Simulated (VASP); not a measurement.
All values below come from AM05 GGA, VASP's PBE PAW potentials (set 64) (plane waves; VASP).

The input files of a VASP run:

File KPOINTS:
```
Automatic mesh
0
Gamma
7 7 7
0 0 0
```

### INCAR
```
SYSTEM = KBr
PREC = Accurate; ENCUT = 520; LREAL = F
LASPH = T
EDIFF = 1E-7; NELM = 100; ALGO = Normal
LMAXMIX = 4
ISMEAR = 0; SIGMA = 0.05
GGA = AM
ISIF = 2
LWAVE = F; LCHARG = F
```

**POSCAR**
```
KBr
6.6059330
  0.0000000000   0.4999999684   0.4999999684
  0.4999999684   0.0000000000   0.4999999684
  0.4999999684   0.4999999684   0.0000000000
K Br
1 1
Cart
  0.0000000000   0.0000000000   0.0000000000
  0.4999999684   0.4999999684   0.4999999684
```

POTCAR, in this order: K_sv Br (PBE.64 set). Program: vasp_std.

Output

File OSZICAR:
```
       N       E                     dE             d eps       ncg     rms          rms(c)
DAV:   1     0.103481987357E+03    0.10348E+03   -0.71999E+03   480   0.119E+03
DAV:   2     0.987577201930E+00   -0.10249E+03   -0.94785E+02   592   0.264E+02
DAV:   3    -0.599448746084E+01   -0.69821E+01   -0.69415E+01   612   0.633E+01
DAV:   4    -0.629487195927E+01   -0.30038E+00   -0.30011E+00   888   0.114E+01
DAV:   5    -0.629581446365E+01   -0.94250E-03   -0.94249E-03   608   0.647E-01    0.303E+00
DAV:   6    -0.612371726726E+01    0.17210E+00   -0.29951E-01   576   0.295E+00    0.223E+00
DAV:   7    -0.611815874875E+01    0.55585E-02   -0.14321E-01   608   0.224E+00    0.110E+00
DAV:   8    -0.613129480131E+01   -0.13136E-01   -0.19588E-02   576   0.115E+00    0.148E-01
DAV:   9    -0.613210250941E+01   -0.80771E-03   -0.10219E-03   636   0.216E-01    0.947E-02
DAV:  10    -0.613294519874E+01   -0.84269E-03   -0.12212E-03   548   0.241E-01    0.313E-02
DAV:  11    -0.613295404568E+01   -0.88469E-05   -0.28957E-05   684   0.314E-02    0.674E-03
DAV:  12    -0.613296386546E+01   -0.98198E-05   -0.10722E-05   568   0.254E-02    0.795E-03
DAV:  13    -0.613296540867E+01   -0.15432E-05   -0.21521E-06   596   0.998E-03    0.120E-03
DAV:  14    -0.613296571900E+01   -0.31033E-06   -0.58808E-07   556   0.565E-03    0.318E-04
DAV:  15    -0.613296571464E+01    0.43674E-08   -0.80840E-09   456   0.104E-03
   1 F= -.61329657E+01 E0= -.61329657E+01  d E =-.173012E-16
```

**OUTCAR**
```
------------------------ aborting loop because EDIFF is reached ----------------------------------------
  FORCE on cell =-STRESS in cart. coord.  units (eV):
  Direction    XX          YY          ZZ          XY          YZ          ZX
  --------------------------------------------------------------------------------------
  Total        0.1945065      0.1945065      0.1945065      0.0000000      0.0000000     -0.0000000
  in kB        4.3241644      4.3241644      4.3241644      0.0000000      0.0000000     -0.0000000
  external PRESSURE =       4.3241644 kB  Pullay stress =       0.0000000 kB
  volume of cell :       72.07
      direct lattice vectors                 reciprocal lattice vectors
     0.000000000  3.302966291  3.302966291    -0.151379080  0.151379080  0.151379080
     3.302966291  0.000000000  3.302966291     0.151379080 -0.151379080  0.151379080
     3.302966291  3.302966291  0.000000000     0.151379080  0.151379080 -0.151379080
  FREE ENERGIE OF THE ION-ELECTRON SYSTEM (eV)
  ---------------------------------------------------
  free  energy   TOTEN  =        -6.1329657146 eV

  energy  without entropy=       -6.1329657146  energy(sigma->0) =       -6.13296571
```
(Selected blocks of OUTCAR.)

OUTCAR:
```
 val. band max:       -1.7372923659   @ k =   0.0000   0.0000   0.0000

 cond. band min:       2.7439083495   @ k =   0.0000   0.0000   0.0000


 Fermi energy:        -1.4621173003

 k-point     1 :       0.0000    0.0000    0.0000
  band No.  band energies     occupation
      1     -29.3788      2.00000
      2     -14.0166      2.00000
      3     -12.9607      2.00000
      4     -12.9607      2.00000
      5     -12.9607      2.00000
      6      -1.7373      2.00000
      7      -1.7373      2.00000
      8      -1.7373      2.00000
      9       2.7439      0.00000
     10       5.8858      0.00000
     11       5.8858      0.00000
     12       5.8858      0.00000

 k-point     2 :       0.1429    0.0000    0.0000
  band No.  band energies     occupation
      1     -29.3777      2.00000
      2     -14.0547      2.00000
      3     -12.9617      2.00000
      4     -12.9617      2.00000
      5     -12.9097      2.00000
      6      -2.0150      2.00000
      7      -1.8041      2.00000
      8      -1.8041      2.00000
      9       3.2401      0.00000
     10       5.7750      0.00000
     11       6.1252      0.00000
     12       6.1252      0.00000

 k-point     3 :       0.2857    0.0000    0.0000
  band No.  band energies     occupation
      1     -29.3753      2.00000
      2     -14.1300      2.00000
      3     -12.9640      2.00000
      4     -12.9640      2.00000
      5     -12.8048      2.00000
      6      -2.5209      2.00000
      7      -1.9464      2.00000
      8      -1.9464      2.00000
      9       4.2326      0.00000
     10       5.8593      0.00000
     11       6.7823      0.00000
     12       6.7823      0.00000

 k-point     4 :       0.4286    0.0000    0.0000
  band No.  band energies     occupation
      1     -29.3734      2.00000
      2     -14.1829      2.00000
      3     -12.9659      2.00000
      4     -12.9659      2.00000
      5     -12.7275      2.00000
      6      -2.8563      2.00000
...
```

The compound is KBr in the rock salt structure. This cell is one point of a volume scan, at 0.97 of the reference volume.
